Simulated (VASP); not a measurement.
A run of VASP 6.6.1:

INCAR

```
PREC = Accurate
ENCUT = 600
EDIFF = 1E-6
ISMEAR = 0
SIGMA = 0.02
LREAL = F
LASPH = T
NELM = 120
ALGO = Normal
ISIF = 3
LWAVE = F
LCHARG = F
GGA = PE
IBRION = 2
NSW = 80
EDIFFG = -0.005
KPAR = 2
```

The input KPOINTS:

```
Automatic mesh
0
Gamma
  12 12 12
```

The input POSCAR:

```
SiC                                     
1.0
   -0.0000000000      2.1892584782      2.1892584782
    2.1892584782     -0.0000000000      2.1892584782
    2.1892584782      2.1892584782      0.0000000000
  Si              C             
     1     1
Direct
     0.7500000000000000    0.7500000000000000    0.7500000000000000
     0.0000000000000000    0.0000000000000000    0.0000000000000000
```

Potentials or basis: VASP PAW PBE potentials, release 64 (Si, C).

Launch:

```bash
$ cat potpaw_PBE.64/Si/POTCAR potpaw_PBE.64/C/POTCAR > POTCAR
$ mpirun -np 2 vasp_std > vasp.out
```

Hardware: 2 MPI ranks on Intel(R) Xeon(R) Platinum 8488C (Sapphire Rapids), on a shared host.

Q: How long does it take, and how much memory?

A: It took 12 s on 2 MPI ranks on Intel(R) Xeon(R) Platinum 8488C (Sapphire Rapids), on a shared host, peak memory 0.14 GiB a rank. Counts: scf iterations 12, k points 72, ion steps 1.
